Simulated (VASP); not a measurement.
# MgTiNbO4 (Imm2) in VASP: reference runs

Reference runs on MgTiNbO4: the cell as given and a disturbed copy.

Program: VASP 6.6.1. These are calculated values, not measurements. Logs are shortened: lines on timing, memory, paths and dates and some standing lists are left out, and cuts for length are marked.

## Step 1: Starting point

It takes space group Imm2 (No. 44, orthorhombic). Conventional cell: a = 3.803 Å, b = 4.245 Å, c = 9.966 Å, α = 90.00°, β = 90.00°, γ = 90.00°. Nb (site symmetry mm2) has 5 O at 2.02 to 2.17 Å as nearest neighbours. Around Ti (site symmetry mm2) lie 5 O at 1.99 to 2.14 Å. Mg (site symmetry mm2) has 5 O at 1.99 to 2.15 Å as nearest neighbours. O (site symmetry mm2) is surrounded by 2 Ti at 2.01 Å and 2 Mg at 2.15 Å. O (site symmetry mm2) has 2 Nb at 2.02 Å as nearest neighbours. Around O (site symmetry mm2) lie 2 Mg at 2.02 Å and 2 Ti at 2.14 Å and 1 Nb at 2.17 Å. O (site symmetry mm2) has 1 Ti at 1.99 Å and 1 Mg at 1.99 Å and 2 Nb at 2.13 Å as nearest neighbours.

The cell comes from a database or a generator and needn't be the stable form of this composition.

## Step 2: Single point, PBE (atoms moved at random, drawn with an rms of 0.05 Å)

The input, INCAR:

```
ALGO = Normal
EDIFF = 1E-7
ENCUT = 520
GGA = PE
ISIF = 2
ISMEAR = -1
LASPH = True
LCHARG = False
LREAL = False
LWAVE = False
NBANDS = 34
NELM = 60
PREC = Accurate
SIGMA = 0.05
```

The input, KPOINTS:

```
k-points
0
Gamma
  9 9 9
```

The input, POSCAR:

```
MgTiNbO4
1.0
   -1.9015003216      2.1225077812      4.9830607053
    1.9015003216     -2.1225077812      4.9830607053
    1.9015003216      2.1225077812     -4.9830607053
Nb Ti Mg O
1 1 1 4
Direct
    0.0336090000      0.0340160000      0.0144450000
    0.7045260000      0.2165010000      0.4870800000
    0.3153950000      0.8260360000      0.5107720000
    0.7842130000      0.7937050000      0.0182240000
    0.9422760000      0.4454180000      0.4823390000
    0.2314000000      0.2287200000     -0.0184670000
    0.5145440000      0.0081420000      0.4906560000
```

Potentials or basis: VASP PAW PBE potentials, release 64 (Nb_sv, Ti_sv, Mg, O).

On the command line:

```
cat potpaw_PBE.64/Nb_sv/POTCAR potpaw_PBE.64/Ti_sv/POTCAR potpaw_PBE.64/Mg/POTCAR potpaw_PBE.64/O/POTCAR > POTCAR
mpirun -np 1 vasp_std > vasp.out
```

OUTCAR:

```text
EDIFF = 1E-7
   ENCUT = 520
   GGA = PE
   ISIF = 2
   ISMEAR = -1
   LASPH = True
   LREAL = False
   NELM = 60
   PREC = Accurate

 ion  position               nearest neighbor table
   1  0.034  0.034  0.014-   5 1.99   7 2.09   5 2.09   6 2.12   7 2.16   4 2.46   2 2.79   2 2.91
                             3 2.97   3 3.01
   2  0.705  0.217  0.487-   4 1.95   7 2.00   4 2.06   6 2.12   6 2.15   5 2.35   1 2.79   1 2.91
                             3 2.95   3 3.00   3 3.02   3 3.08
   3  0.315  0.826  0.511-   6 1.97   7 2.00   6 2.12   4 2.13   4 2.17   2 2.95   1 2.97   2 3.00
                             1 3.01   2 3.02   2 3.08
   4  0.784  0.794  0.018-   2 1.95   2 2.06   3 2.13   3 2.17   1 2.46
   5  0.942  0.445  0.482-   1 1.99   1 2.09   2 2.35
   6  0.231  0.229  0.982-   3 1.97   2 2.12   1 2.12   3 2.12   2 2.15
   7  0.515  0.008  0.491-   3 2.00   2 2.00   1 2.09   1 2.16

  LATTYP: Found a body centered orthorhombic cell.
 ALAT       =     3.8030006432
 B/A-ratio  =     1.1162279370
 C/A-ratio  =     2.6205941954

  Lattice vectors:

 A1 = (  -1.9015003216,   2.1225077812,   4.9830607053)
 A2 = (   1.9015003216,  -2.1225077812,   4.9830607053)
 A3 = (   1.9015003216,   2.1225077812,  -4.9830607053)

Analysis of symmetry for initial positions (statically):
=====================================================================
 Subroutine PRICEL returns:
 Original cell was already a primitive cell.

 Routine SETGRP: Setting up the symmetry group for a
 body centered orthorhombic supercell.

 Subroutine GETGRP returns: Found  1 space group operations
 (whereof  1 operations were pure point group operations)
 out of a pool of  8 trial point group operations.

The static configuration has the point symmetry C_1 .

Analysis of symmetry for dynamics (positions and initial velocities):
=====================================================================
 Subroutine PRICEL returns:
 Original cell was already a primitive cell.

 Routine SETGRP: Setting up the symmetry group for a
 body centered orthorhombic supercell.

 Subroutine GETGRP returns: Found  1 space group operations
 (whereof  1 operations were pure point group operations)
 out of a pool of  8 trial point group operations.

The dynamic configuration has the point symmetry C_1 .

 Subroutine INISYM returns: Found  1 space group operations
 (whereof  1 operations are pure point group operations),
 and found     1 'primitive' translations

----------------------------------------------------------------------------------------

                                     Primitive cell

  volume of cell :      80.4455

  direct lattice vectors                    reciprocal lattice vectors
    -1.901500322  2.122507781  4.983060705     0.000000000  0.235570397  0.100339938
     1.901500322 -2.122507781  4.983060705     0.262950258  0.000000000  0.100339938
     1.901500322  2.122507781 -4.983060705     0.262950258  0.235570397  0.000000000

  length of vectors
     5.740351622  5.740351622  5.740351622     0.256049829  0.281444384  0.353038596

  position of ions in fractional coordinates (direct lattice)
     0.033609000  0.034016000  0.014445000
     0.704526000  0.216501000  0.487080000
     0.315395000  0.826036000  0.510772000
     0.784213000  0.793705000  0.018224000
     0.942276000  0.445418000  0.482339000
     0.231400000  0.228720000  0.981533000
     0.514544000  0.008142000  0.490656000

  ion indices of the primitive-cell ions
   primitive index   ion index
                 1           1
                 2           2
                 3           3
                 4           4
                 5           5
                 6           6
                 7           7

----------------------------------------------------------------------------------------

 KPOINTS: k-points

Automatic generation of k-mesh.
 Grid dimensions read from file:
 generate k-points for:    9    9    9

 Generating k-lattice:

  Cartesian coordinates                     Fractional coordinates (reciprocal lattice)
     0.000000000  0.026174489  0.011148882     0.111111111 -0.000000000  0.000000000
     0.029216695  0.000000000  0.011148882     0.000000000  0.111111111  0.000000000
     0.029216695  0.026174489  0.000000000     0.000000000 -0.000000000  0.111111111

  Length of vectors
     0.028449981  0.031271598  0.039226511

  Shift w.r.t. Gamma in fractional coordinates (k-lattice)
     0.000000000  0.000000000  0.000000000

 Subroutine IBZKPT returns following result:
 ===========================================

 Found    365 irreducible k-points:

 Following reciprocal coordinates:
            Coordinates               Weight
  0.000000  0.000000  0.000000      1.000000
  0.111111 -0.000000  0.000000      2.000000
  0.000000 -0.111111  0.111111      2.000000
  0.222222 -0.000000  0.000000      2.000000
  0.000000 -0.222222  0.222222      2.000000
  0.333333 -0.000000  0.000000      2.000000
[... 16 lines left out ...]
  0.111111  0.333333 -0.444444      2.000000
  0.444444  0.111111  0.000000      2.000000
 [... further k-points ...]
   k-points           NKPTS =    365   k-points in BZ     NKDIM =    365   number of bands    NBANDS=     34
   number of dos      NEDOS =    301   number of ions     NIONS =      7
   total plane-waves  NPLWV = 110592
   dimension x,y,z NGX =    48 NGY =   48 NGZ =   48
   dimension x,y,z NGXF=    96 NGYF=   96 NGZF=   96
   ions per type =               1   1   1   4
   NGX,Y,Z   is equivalent  to a cutoff of  13.90, 13.90, 13.90 a.u.
   NGXF,Y,Z  is equivalent  to a cutoff of  27.80, 27.80, 27.80 a.u.
 SYSTEM =  unknown system
   PREC   = accura    normal or accurate (medium, high low for compatibility)
   ISTART =      0    job   : 0-new  1-cont  2-samecut
   ICHARG =      2    charge: 1-file 2-atom 10-const
   ISPIN  =      1    spin polarized calculation?
   LNONCOLLINEAR =      F non collinear calculations
   LSORBIT =      F    spin-orbit coupling
   LASPH  =      T    aspherical Exc in radial PAW
   ENCUT  =  520.0 eV  38.22 Ry    6.18 a.u.  10.67 10.67 10.67*2*pi/ulx,y,z
   NELM   =     60;   NELMIN=  2; NELMDL= -5     # of ELM steps
   EDIFF  = 0.1E-06   stopping-criterion for ELM
   LREAL  =      F    real-space projection
   EDIFFG = 0.1E-05   stopping-criterion for IOM
   NSW    =      0    number of steps for IOM
   IBRION =     -1    ionic relax: 0-MD 1-quasi-New 2-CG
   NFREE  =      0    steps in history (QN), initial steepest desc. (CG)
   ISIF   =      2    stress and relaxation
   ISYM   =      2    0-nonsym 1-usesym 2-fastsym
   POTIM  = 0.5000    time-step for ionic-motion
   TEBEG  =    0.0;   TEEND  =   0.0 temperature during run
   PSTRESS=    0.0 pullay stress
   NELECT =      51.0000    total number of electrons
   NUPDOWN=      -1.0000    fix difference up-down
   EMIN   =  10.00;   EMAX   =-10.00  energy-range for DOS
   EFERMI =   0.00;   METHOD = LEGACY
   ISMEAR =    -1;   SIGMA  =   0.05  broadening in eV -4-tet -1-fermi 0-gaus
   EFERMI_NEDOS =   21; number of points for ismear=-14 and -15
   IALGO  =     38    algorithm
   IMIX   =      4    mixing-type and parameters
     AMIX     =   0.40;   BMIX     =  1.00
     AMIX_MAG =   1.60;   BMIX_MAG =  1.00
  volume/ion in A,a.u.               =      11.49        77.55
  Fermi-wavevector in a.u.,A,eV,Ry     =   1.406364  2.657642 26.910398  1.977858
  Thomas-Fermi vector in A             =   2.528731
   LORBIT       =      0    0 simple, 1 ext, 2 COOP (PROOUT), +10 PAW based schemes
   GGA     = PE    functional components
   LHFCALC =     F    Hartree Fock is set to
   AEXX    =    0.0000 exact exchange contribution
   IVDW    =     0    specifies the selected vdW correction
   LEPSILON=     F    determine dielectric tensor
   LRPA    =     F    only Hartree local field effects (RPA)
 non-spin polarized calculation
  energy-cutoff  :      520.00
  volume of cell :       80.45
 maximum number of plane-waves:      2192
 NGX is ok and might be reduce to    48
   NGX = 21   NGY = 21   NGZ = 21

 number of electron      51.0000000 magnetization

 Free energy of the ion-electron system (eV)
  ---------------------------------------------------
  ext. energy  EPLUGINS =         0.00000000
  ---------------------------------------------------
  free energy    TOTEN  =       -56.35278306 eV

  energy without entropy =      -56.33051997  energy(sigma->0) =      -56.34165151

 E-fermi :   8.2160     XC(G=0): -11.1171

 val. band max:        8.2158885453   @ k =   0.1111  -0.2222  -0.4444
 cond. band min:       8.2182805614   @ k =   0.4444   0.1111   0.2222
 fundamental gap:      0.0023920162
 Fermi energy:         8.2159759827

 k-point     1 :       0.0000    0.0000    0.0000
  band No.  band energies     occupation
      1     -50.1022      2.00000
      2     -48.3988      2.00000
      3     -26.5249      2.00000
      4     -26.4390      2.00000
      5     -26.3270      2.00000
      6     -24.5959      2.00000
[... 26 lines left out ...]
     33      10.8648      0.00000
     34      11.0388      0.00000

 k-point     2 :       0.1111   -0.0000    0.0000
  band No.  band energies     occupation
      1     -50.1020      2.00000
      2     -48.3988      2.00000
      3     -26.5247      2.00000
      4     -26.4410      2.00000
      5     -26.3322      2.00000
      6     -24.5952      2.00000
[... 26 lines left out ...]
     33      10.9351      0.00000
     34      11.2174      0.00000

 k-point     3 :       0.0000   -0.1111    0.1111
  band No.  band energies     occupation
      1     -50.1020      2.00000
      2     -48.3988      2.00000
      3     -26.5247      2.00000
      4     -26.4410      2.00000
      5     -26.3326      2.00000
      6     -24.5955      2.00000
[... 26 lines left out ...]
     33      10.9401      0.00000
     34      11.2071      0.00000

 k-point     4 :       0.2222   -0.0000    0.0000
  band No.  band energies     occupation
      1     -50.1016      2.00000
      2     -48.3989      2.00000
      3     -26.5244      2.00000
      4     -26.4464      2.00000
      5     -26.3453      2.00000
      6     -24.5939      2.00000
[... 26 lines left out ...]
     33      10.8561      0.00000
     34      11.7138      0.00000

 k-point     5 :       0.0000   -0.2222    0.2222
  band No.  band energies     occupation
      1     -50.1016      2.00000
      2     -48.3988      2.00000
      3     -26.5244      2.00000
      4     -26.4462      2.00000
      5     -26.3468      2.00000
      6     -24.5960      2.00000
[... 621 lines left out ...]
 k-point    22 :       0.0000   -0.4444    0.3333
  band No.  band energies     occupation
      1     -50.1008      2.00000
      2     -48.3983      2.00000
      3     -26.5344      2.00000
      4     -26.4508      2.00000
      5     -26.3621      2.00000
      6     -24.6102      2.00000
[... 26 lines left out ...]
     33      11.1533      0.00000
     34      11.7953      0.00000

 k-point    23 :       0.1111    0.3333   -0.4444
  band No.  band energies     occupation
      1     -50.1008      2.00000
      2     -48.3983      2.00000
      3     -26.5345      2.00000
      4     -26.4506      2.00000
      5     -26.3621      2.00000
      6     -24.6116      2.00000
[... 26 lines left out ...]
     33      11.1571      0.00000
     34      11.8306      0.00000

 k-point    24 :       0.4444    0.1111    0.0000
  band No.  band energies     occupation
      1     -50.1004      2.00000
      2     -48.3984      2.00000
      3     -26.5342      2.00000
      4     -26.4561      2.00000
      5     -26.3683      2.00000
      6     -24.6077      2.00000
[... 26 lines left out ...]
     33      11.4511      0.00000
     34      11.8679      0.00000

 [... further k-points ...]

------------------------ aborting loop because EDIFF is reached ----------------------------------------

  FORCE on cell =-STRESS in cart. coord.  units (eV):
  Direction    XX          YY          ZZ          XY          YZ          ZX
  --------------------------------------------------------------------------------------
  -------------------------------------------------------------------------------------
  Total       -0.5536230     -1.5000554     -0.2789667     -0.0102604     -1.2611568     -0.5894839
  in kB      -11.0261228    -29.8755581     -5.5559852     -0.2043490    -25.1175810    -11.7403405
  external PRESSURE =     -15.4858887 kB  Pullay stress =       0.0000000 kB

 VOLUME and BASIS-vectors are now :
 -----------------------------------------------------------------------------
  energy-cutoff  :      520.00
  volume of cell :       80.45
      direct lattice vectors                 reciprocal lattice vectors
    -1.901500322  2.122507781  4.983060705     0.000000000  0.235570397  0.100339938
     1.901500322 -2.122507781  4.983060705     0.262950258  0.000000000  0.100339938
     1.901500322  2.122507781 -4.983060705     0.262950258  0.235570397  0.000000000

 POSITION                                       TOTAL-FORCE (eV/Angst)
 -----------------------------------------------------------------------------------
      0.02824      0.02980      0.26500        -0.493253     -0.230675     -0.599967
     -0.00180      2.06967      2.16238         0.612288     -0.013523     -0.289954
      1.94222      0.00028      3.14261        -0.601496     -0.031134      0.011958
      0.05270      0.01853      7.77205        -1.101762     -0.124359      0.128445
     -0.02761      2.07835      4.51144         0.674276      0.114577      0.521395
      1.86129      2.08900     -2.59823         0.787293     -0.069166      0.493282
     -0.02994      2.11626      0.15961         0.122655      0.354279     -0.265159
 -----------------------------------------------------------------------------------
    total drift:                               -0.000127      0.000234     -0.000266

  FREE ENERGIE OF THE ION-ELECTRON SYSTEM (eV)
  ---------------------------------------------------
  free  energy   TOTEN  =       -56.3527830567 eV

  energy  without entropy=      -56.3305199723  energy(sigma->0) =      -56.34165151
```

It took 75 min on 1 thread of Intel Xeon Platinum 8175M at 2.50GHz (Skylake/Cascade Lake), shared host; peak memory 1.1 GiB.

What came out:

| Item | Value |
| --- | --- |
| Free energy | -56.3528 eV |
| Pressure | -1.5 GPa |
| Largest force | 1.116 eV/Å |
| Band gap on the k mesh | none (metal or under the smearing width) |

Forces in eV/Å, atoms in the order of the input:
```
Nb  -0.493 -0.231 -0.600
Ti   0.612 -0.014 -0.290
Mg  -0.601 -0.031  0.012
O   -1.102 -0.124  0.128
O    0.674  0.115  0.521
O    0.787 -0.069  0.493
O    0.123  0.354 -0.265
```

Caveat: an odd number of electrons without spin polarisation forces a metal; a magnetic or distorted state may lie lower; semilocal functionals often make such compounds metallic where correlation or magnetic order opens a gap, which also shifts bond lengths.

## Step 3: Single point, PBE

The input, INCAR:

```
PREC     = Accurate       # precision mode
ENCUT    = 520            # plane-wave cutoff, eV
EDIFF    = 1E-7           # SCF threshold, eV
ISMEAR   = -1             # smearing method
SIGMA    = 0.05           # smearing width, eV
LREAL    = False          # projectors in reciprocal space
LASPH    = True           # aspherical terms in the spheres
NELM     = 60             # most SCF steps
ALGO     = Normal         # electronic algorithm
ISIF     = 2              # what is computed and relaxed
LWAVE    = False          # write WAVECAR
LCHARG   = False          # write CHGCAR
GGA      = PE             # functional
NBANDS   = 34             # bands
```

The input, KPOINTS:

```
Automatic mesh
0
Gamma
  9 9 9
```

The input, POSCAR:

```
MgTiNbO4
1.0
   -1.9015003216      2.1225077812      4.9830607053
    1.9015003216     -2.1225077812      4.9830607053
    1.9015003216      2.1225077812     -4.9830607053
Nb Ti Mg O
1 1 1 4
Direct
    0.0262395000      0.0262395000      0.0000000000
    0.7132410000      0.2132410000      0.5000000000
    0.3138310000      0.8138310000      0.5000000000
    0.7788740000      0.7788740000      0.0000000000
    0.9574440000      0.4574440000      0.5000000000
    0.2442240000      0.2442240000      0.0000000000
    0.5137650000      0.0137650000      0.5000000000
```

Potentials or basis: VASP PAW PBE potentials, release 64 (Nb_sv, Ti_sv, Mg, O).

On the command line:

```
cat potpaw_PBE.64/Nb_sv/POTCAR potpaw_PBE.64/Ti_sv/POTCAR potpaw_PBE.64/Mg/POTCAR potpaw_PBE.64/O/POTCAR > POTCAR
mpirun -np 1 vasp_std > vasp.out
```

It took 11 min on 1 thread of AMD EPYC 9R45 (Zen 5), shared host; peak memory 0.54 GiB.

It converged, with:

| Property | Result |
| --- | --- |
| Free energy | -56.4657 eV |
| Pressure | -2.4 GPa |
| Largest force | 0.187 eV/Å |
| Band gap on the k mesh | none (metal or under the smearing width) |

Forces in eV/Å, atoms in the order of the input:
```
Nb   0.000  0.000 -0.187
Ti   0.000  0.000  0.128
Mg   0.000  0.000 -0.041
O    0.000  0.000  0.149
O    0.000  0.000  0.133
O    0.000  0.000 -0.151
O    0.000  0.000 -0.030
```

Stress tensor (GPa, compression positive):
```
-2.13  0.00  0.00
 0.00 -3.59  0.00
 0.00  0.00 -1.54
```

Levels at points of the mesh, in eV from the Fermi level:
```csv
k point,band 22,band 23,band 24,band 25,band 26,band 27,band 28,band 29,band 30,band 31
"(0.00, 0.00, 0.00)",-4.75,-4.54,-3.91,-1.93,-1.17,0.34,0.53,1.20,1.25,2.12
```

Caveat: an odd number of electrons without spin polarisation forces a metal; a magnetic or distorted state may lie lower; semilocal functionals often make such compounds metallic where correlation or magnetic order opens a gap, which also shifts bond lengths.
